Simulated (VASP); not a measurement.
Computed with PBE GGA, VASP's PBE PAW potentials (set 64) (plane waves; VASP).

VASP input:

### POSCAR
```
GaSb
1.0
  0.0000000000   3.0500000000   3.0500000000
  3.0500000000   0.0000000000   3.0500000000
  3.0500000000   3.0500000000   0.0000000000
Ga Sb
1 1
direct
  0.0000000000   0.0000000000   0.0000000000
  0.2500000000   0.2500000000   0.2500000000
```

File KPOINTS:
```
Automatic mesh
0
Gamma
8 8 8
0 0 0
```

INCAR:
```
ALGO = Normal
EDIFF = 1E-6
ENCUT = 300
GGA = PE
ISIF = 2
ISMEAR = -1
LASPH = .TRUE.
LCHARG = .FALSE.
LMAXMIX = 4
LREAL = .FALSE.
LWAVE = .FALSE.
NELM = 100
PREC = Accurate
SIGMA = 0.01
SYSTEM = GaSb
```

POTCAR, in this order: Ga_d Sb (PBE.64 set). Program: vasp_std.

The run wrote:

File OSZICAR:
```
       N       E                     dE             d eps       ncg     rms          rms(c)
DAV:   1     0.632423609442E+02    0.63242E+02   -0.68754E+03   762   0.129E+03
DAV:   2    -0.343604930080E+01   -0.66678E+02   -0.64874E+02   849   0.242E+02
DAV:   3    -0.733669231355E+01   -0.39006E+01   -0.38918E+01   939   0.598E+01
DAV:   4    -0.739238071028E+01   -0.55688E-01   -0.55681E-01   869   0.791E+00
DAV:   5    -0.739373941713E+01   -0.13587E-02   -0.13587E-02   957   0.103E+00    0.322E+00
DAV:   6    -0.734997938361E+01    0.43760E-01   -0.69970E-02  1054   0.459E+00    0.196E+00
DAV:   7    -0.733692641854E+01    0.13053E-01   -0.44993E-02   864   0.191E+00    0.340E-01
DAV:   8    -0.733783544644E+01   -0.90903E-03   -0.47855E-03   904   0.962E-01    0.802E-02
DAV:   9    -0.733831854666E+01   -0.48310E-03   -0.76487E-04   832   0.242E-01    0.373E-02
DAV:  10    -0.733834354046E+01   -0.24994E-04   -0.39672E-05   935   0.463E-02    0.979E-03
DAV:  11    -0.733836856204E+01   -0.25022E-04   -0.39249E-05   804   0.491E-02    0.425E-03
DAV:  12    -0.733836929751E+01   -0.73547E-06   -0.10257E-06   730   0.103E-02
   1 F= -.73383693E+01 E0= -.73383664E+01  d E =-.588345E-05
```

**OUTCAR**
```
------------------------ aborting loop because EDIFF is reached ----------------------------------------
  FORCE on cell =-STRESS in cart. coord.  units (eV):
  Direction    XX          YY          ZZ          XY          YZ          ZX
  --------------------------------------------------------------------------------------
  Total        0.9940154      0.9940154      0.9940154      0.0000000      0.0000000      0.0000000
  in kB       28.0655898     28.0655898     28.0655898      0.0000000      0.0000000      0.0000000
  external PRESSURE =      28.0655898 kB  Pullay stress =       0.0000000 kB
  volume of cell :       56.75
      direct lattice vectors                 reciprocal lattice vectors
     0.000000000  3.050000000  3.050000000    -0.163934426  0.163934426  0.163934426
     3.050000000  0.000000000  3.050000000     0.163934426 -0.163934426  0.163934426
     3.050000000  3.050000000  0.000000000     0.163934426  0.163934426 -0.163934426
  FREE ENERGIE OF THE ION-ELECTRON SYSTEM (eV)
  ---------------------------------------------------
  free  energy   TOTEN  =        -7.3383692975 eV

  energy  without entropy=       -7.3383634141  energy(sigma->0) =       -7.33836636
```
(Selected blocks of OUTCAR.)

File OUTCAR:
```
 val. band max:        4.9622333065   @ k =   0.0000   0.0000   0.0000

 cond. band min:       5.0602890082   @ k =   0.0000   0.0000   0.0000


 Fermi energy:         5.0167935463

 k-point     1 :       0.0000    0.0000    0.0000
  band No.  band energies     occupation
      1     -10.0785      2.00000
      2     -10.0785      2.00000
      3     -10.0785      2.00000
      4     -10.0274      2.00000
      5     -10.0274      2.00000
      6      -6.5764      2.00000
      7       4.9622      1.99150
      8       4.9622      1.99150
      9       4.9622      1.99150
     10       5.0603      0.02550
     11       7.7346      0.00000
     12       7.7346      0.00000
     13       7.7347      0.00000

 k-point     2 :       0.1250    0.0000    0.0000
  band No.  band energies     occupation
      1     -10.0829      2.00000
      2     -10.0767      2.00000
      3     -10.0767      2.00000
      4     -10.0277      2.00000
      5     -10.0277      2.00000
      6      -6.4147      2.00000
      7       2.9601      2.00000
      8       4.7048      2.00000
      9       4.7048      2.00000
     10       6.0254      0.00000
     11       8.0850      0.00000
     12       8.0850      0.00000
     13       8.4031      0.00000

 k-point     3 :       0.2500    0.0000    0.0000
  band No.  band energies     occupation
      1     -10.0931      2.00000
      2     -10.0725      2.00000
      3     -10.0725      2.00000
      4     -10.0279      2.00000
      5     -10.0279      2.00000
      6      -5.9537      2.00000
      7       0.9199      2.00000
      8       4.2504      2.00000
      9       4.2504      2.00000
     10       5.7899      0.00000
     11       8.6052      0.00000
     12       8.6052      0.00000
     13      10.2006      0.00000

 k-point     4 :       0.3750    0.0000    0.0000
  band No.  band energies     occupation
      1     -10.1032      2.00000
      2     -10.0688      2.00000
      3     -10.0688      2.00000
...
```

At this cut-off the stress carries a Pulay error, which pulls relaxed volumes low. Unless said otherwise, spin-orbit coupling is left out, though it shifts the bands of the heavy elements here.

The structure is a typed GaSb crystal (F-43m). The cell was not relaxed at this level.
